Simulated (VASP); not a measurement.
Level of theory: PBEsol GGA, VASP's PBE PAW potentials (set 64) (plane waves; VASP 6.6.1).

A VASP calculation is set up with these files.

INCAR:
```
# general
SYSTEM  = ScF3
PREC    = Accurate
ENCUT   = 400
LREAL   = F   # projection in real space or not
LASPH   = T

# electronic loop
EDIFF   = 1E-6   # SCF stop (eV)
NELM    = 100
ALGO    = Normal   # blocked Davidson
LMAXMIX = 4   # l cut-off of mixed one-centre charges

# smearing
ISMEAR  = 0   # Gaussian
SIGMA   = 0.01   # width (eV)

# functional
GGA     = PS   # PBEsol

# ions
ISIF    = 2

# output
LWAVE   = F
LCHARG  = F
```

### POSCAR
```
ScF3
1
    2.7943820000     1.6133370000     4.5602900000
   -2.7943820000     1.6133370000     4.5602900000
    0.0000000000    -3.2266740000     4.5602900000
Sc F
2 6
Direct
  0.5000000000   0.5000000000   0.5000000000
  0.0000000000   0.0000000000   0.0000000000
  0.7265800000   0.2500000000   0.7734200000
  0.2734200000   0.7500000000   0.2265800000
  0.7734200000   0.7265800000   0.2500000000
  0.2265800000   0.2734200000   0.7500000000
  0.2500000000   0.7734200000   0.7265800000
  0.7500000000   0.2265800000   0.2734200000
```

### KPOINTS
```
Automatic mesh
0
Gamma
5 5 5
0 0 0
```

POTCAR, in this order: Sc_sv F (PBE.64 set). Program: vasp_std.

Task: What will the output report for the number of irreducible k-points (NKPTS), largest plane-wave count, number of space-group operations, FFT grid (NGX, NGY, NGZ)?

Result: 
```
Property                                      Result
--------------------------------------  ------------
number of irreducible k-points (NKPTS)            19
largest plane-wave count                        2253
number of space-group operations                  12
FFT grid (NGX, NGY, NGZ)                36 × 36 × 36
```

The structure comes from a computed database's ScF3 entry; how it stands against other phases isn't given here. The cell was not relaxed at this level, and its volume differs by -5.9 % from the start's.
